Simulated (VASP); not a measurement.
Method: PBEsol GGA, VASP's PBE PAW potentials (set 64) (plane waves; VASP).

The input files of a VASP run:

INCAR:
```
SYSTEM = HfN
PREC = Accurate
ENCUT = 520
EDIFF = 1E-6
NELM = 100
ALGO = Normal
LREAL = .FALSE.
LASPH = .TRUE.
ISMEAR = 1
SIGMA = 0.1
GGA = PS
LMAXMIX = 6
LWAVE = .FALSE.
LCHARG = .FALSE.
IBRION = 2
ISIF = 3
NSW = 60
EDIFFG = -0.01
```

**POSCAR**
```
HfN
1
    0.0000000000     2.2451892950     2.2451892950
    2.2451892950     0.0000000000     2.2451892950
    2.2451892950     2.2451892950    -0.0000000000
Hf N
1 1
Direct
  0.0000000000   1.0000000000   1.0000000000
  0.5000000000   0.5000000000   0.5000000000
```

File KPOINTS:
```
K-points
0
G
13 13 13
0 0 0
```

POTCAR, in this order: Hf_pv N (PBE.64 set). Program: vasp_std.

Output

File OUTCAR:
```
 ion  position               nearest neighbor table
   1  0.000  0.000  0.000-   2 2.25   2 2.25   2 2.25   2 2.25   2 2.25   2 2.25
   2  0.500  0.500  0.500-   1 2.25   1 2.25   1 2.25   1 2.25   1 2.25   1 2.25
  LATTYP: Found a face centered cubic cell.
 ALAT       =     4.4903785900
 Subroutine PRICEL returns:
 Original cell was already a primitive cell.
 Subroutine GETGRP returns: Found 48 space group operations
The static configuration has the point symmetry O_h .
The dynamic configuration has the point symmetry O_h .
 Subroutine INISYM returns: Found 48 space group operations
 Subroutine IBZKPT returns following result:
 Found     84 irreducible k-points:

 Following reciprocal coordinates:
            Coordinates               Weight
  0.000000  0.000000  0.000000      1.000000
  0.076923  0.000000  0.000000      8.000000
  0.153846  0.000000  0.000000      8.000000
  0.230769  0.000000  0.000000      8.000000
  0.307692  0.000000  0.000000      8.000000
  0.384615  0.000000  0.000000      8.000000
  0.461538  0.000000  0.000000      8.000000
  0.076923  0.076923  0.000000      6.000000
  0.153846  0.076923  0.000000     24.000000
  0.230769  0.076923  0.000000     24.000000
  0.307692  0.076923  0.000000     24.000000
  0.384615  0.076923  0.000000     24.000000
  0.461538  0.076923  0.000000     24.000000
 -0.461538  0.076923  0.000000     24.000000
 -0.384615  0.076923  0.000000     24.000000
 -0.307692  0.076923  0.000000     24.000000
 -0.230769  0.076923  0.000000     24.000000
 -0.153846  0.076923  0.000000     24.000000
 -0.076923  0.076923  0.000000     12.000000
  0.153846  0.153846  0.000000      6.000000
  0.230769  0.153846  0.000000     24.000000
  0.307692  0.153846  0.000000     24.000000
  0.384615  0.153846  0.000000     24.000000
  0.461538  0.153846  0.000000     24.000000
 -0.461538  0.153846  0.000000     24.000000
 -0.384615  0.153846  0.000000     24.000000
 -0.307692  0.153846  0.000000     24.000000
 -0.230769  0.153846  0.000000     24.000000
 -0.153846  0.153846  0.000000     12.000000
  0.230769  0.230769  0.000000      6.000000
  0.307692  0.230769  0.000000     24.000000
  0.384615  0.230769  0.000000     24.000000
  0.461538  0.230769  0.000000     24.000000
 -0.461538  0.230769  0.000000     24.000000
 -0.384615  0.230769  0.000000     24.000000
 -0.307692  0.230769  0.000000     24.000000
 -0.230769  0.230769  0.000000     12.000000
  0.307692  0.307692  0.000000      6.000000
  0.384615  0.307692  0.000000     24.000000
  0.461538  0.307692  0.000000     24.000000
   k-points           NKPTS =     84   k-points in BZ     NKDIM =     84   number of bands    NBANDS=     11
   number of dos      NEDOS =    301   number of ions     NIONS =      2
   total plane-waves  NPLWV =  13824
   dimension x,y,z NGX =    24 NGY =   24 NGZ =   24
   dimension x,y,z NGXF=    48 NGYF=   48 NGZF=   48
   ions per type =               1   1
   PREC   = accura    normal or accurate (medium, high low for compatibility)
   ISTART =      0    job   : 0-new  1-cont  2-samecut
   ICHARG =      2    charge: 1-file 2-atom 10-const
   ISPIN  =      1    spin polarized calculation?
   LNONCOLLINEAR =      F non collinear calculations
   LSORBIT =      F    spin-orbit coupling
   INIWAV =      1    electr: 0-lowe 1-rand  2-diag
   ENCUT  =  520.0 eV  38.22 Ry    6.18 a.u.   5.90  5.90  5.90*2*pi/ulx,y,z
   NELM   =    100;   NELMIN=  2; NELMDL= -5     # of ELM steps
   EDIFF  = 0.1E-05   stopping-criterion for ELM
   LREAL  =      F    real-space projection
   NLSPLINE    = F    spline interpolate recip. space projectors
   LMAXMIX     =    6 max onsite mixed and CHGCAR
...
```

File OSZICAR:
```
       N       E                     dE             d eps       ncg     rms          rms(c)
DAV:   1     0.348996236796E+02    0.34900E+02   -0.83022E+03  1864   0.129E+03
DAV:   2    -0.236165698854E+02   -0.58516E+02   -0.55252E+02  2461   0.248E+02
DAV:   3    -0.257047656162E+02   -0.20882E+01   -0.20543E+01  2393   0.403E+01
DAV:   4    -0.257227639361E+02   -0.17998E-01   -0.17974E-01  2218   0.359E+00
DAV:   5    -0.257230001441E+02   -0.23621E-03   -0.23617E-03  2347   0.317E-01    0.523E+01
DAV:   6    -0.230909715407E+02    0.26320E+01   -0.13679E+01  2148   0.267E+01    0.427E+01
DAV:   7    -0.230168389071E+02    0.74133E-01   -0.61956E-01  2106   0.722E+00    0.259E+01
DAV:   8    -0.229998062532E+02    0.17033E-01   -0.97097E-02  2150   0.301E+00    0.509E+00
DAV:   9    -0.229926516397E+02    0.71546E-02   -0.39708E-02  2160   0.143E+00    0.171E+00
DAV:  10    -0.229922226310E+02    0.42901E-03   -0.24129E-03  2185   0.429E-01    0.117E-01
DAV:  11    -0.229922311768E+02   -0.85458E-05   -0.10798E-04  2259   0.104E-01    0.527E-02
DAV:  12    -0.229922283176E+02    0.28592E-05   -0.13322E-05  2163   0.329E-02    0.205E-02
DAV:  13    -0.229922280919E+02    0.22566E-06   -0.10166E-06  1140   0.101E-02
   1 F= -.22992228E+02 E0= -.22992113E+02  d E =-.229922E+02
```

File OUTCAR:
```
------------------------ aborting loop because EDIFF is reached ----------------------------------------
  FORCE on cell =-STRESS in cart. coord.  units (eV):
  Direction    XX          YY          ZZ          XY          YZ          ZX
  --------------------------------------------------------------------------------------
  Total       -0.0073103     -0.0073103     -0.0073103      0.0000000      0.0000000     -0.0000000
  in kB       -0.5174359     -0.5174359     -0.5174359      0.0000000      0.0000000     -0.0000000
  external PRESSURE =      -0.5174359 kB  Pullay stress =       0.0000000 kB
  volume of cell :       22.64
      direct lattice vectors                 reciprocal lattice vectors
     0.000000000  2.245189295  2.245189295    -0.222698372  0.222698372  0.222698372
     2.245189295  0.000000000  2.245189295     0.222698372 -0.222698372  0.222698372
     2.245189295  2.245189295  0.000000000     0.222698372  0.222698372 -0.222698372
 POSITION                                       TOTAL-FORCE (eV/Angst)
 -----------------------------------------------------------------------------------
      0.00000      0.00000      0.00000        -0.000000      0.000000     -0.000000
      2.24519      2.24519      2.24519         0.000000     -0.000000      0.000000
 -----------------------------------------------------------------------------------
    total drift:                                0.000000     -0.000000     -0.000000
  FREE ENERGIE OF THE ION-ELECTRON SYSTEM (eV)
  ---------------------------------------------------
  free  energy   TOTEN  =       -22.9922280919 eV

  energy  without entropy=      -22.9918820163  energy(sigma->0) =      -22.99211273

 reached required accuracy - stopping structural energy minimisation
```
(Selected blocks of OUTCAR.)

### OUTCAR
```
 val. band max:        8.4149365981   @ k =   0.1538   0.0000   0.0000

 cond. band min:       8.4743263499   @ k =  -0.3846   0.3077   0.0000


 Fermi energy:         8.4436468790

 k-point     1 :       0.0000    0.0000    0.0000
  band No.  band energies     occupation
      1     -22.6239      2.00000
      2     -22.6239      2.00000
      3     -22.6239      2.00000
      4      -9.1836      2.00000
      5       5.3597      2.00000
      6       5.3597      2.00000
      7       5.3597      2.00000
      8       7.9809      2.00000
      9       7.9809      2.00000
     10       7.9809      2.00000
     11      10.3536     -0.00000

 k-point     2 :       0.0769    0.0000    0.0000
  band No.  band energies     occupation
      1     -22.6899      2.00000
      2     -22.6293      2.00000
      3     -22.6293      2.00000
      4      -9.0394      2.00000
      5       4.7573      2.00000
      6       4.9999      2.00000
      7       4.9999      2.00000
      8       8.1477      2.00023
      9       8.1877      2.00177
     10       8.1877      2.00177
     11      10.7855      0.00000

 k-point     3 :       0.1538    0.0000    0.0000
  band No.  band energies     occupation
      1     -22.8681      2.00000
      2     -22.6441      2.00000
      3     -22.6441      2.00000
      4      -8.6347      2.00000
      5       3.5211      2.00000
      6       4.2448      2.00000
      7       4.2448      2.00000
      8       8.4149      1.46444
      9       8.7155     -0.00083
     10       8.7155     -0.00083
     11      11.8077      0.00000

 k-point     4 :       0.2308    0.0000    0.0000
  band No.  band energies     occupation
      1     -23.1081      2.00000
      2     -22.6650      2.00000
      3     -22.6650      2.00000
      4      -8.0438      2.00000
      5       2.1864      2.00000
      6       3.4642      2.00000
      7       3.4642      2.00000
      8       8.8065     -0.00000
      9       9.4906     -0.00000
...
```

Unless said otherwise, spin-orbit coupling is left out, though it shifts the bands of the heavy elements here.

The structure comes from a measured HfN entry (Fm-3m) of the Crystallography Open Database, whose conditions weren't checked. It was relaxed first. The start is the result of an earlier pass. The electron count is odd and the run is not spin-polarised, which forces a metal.
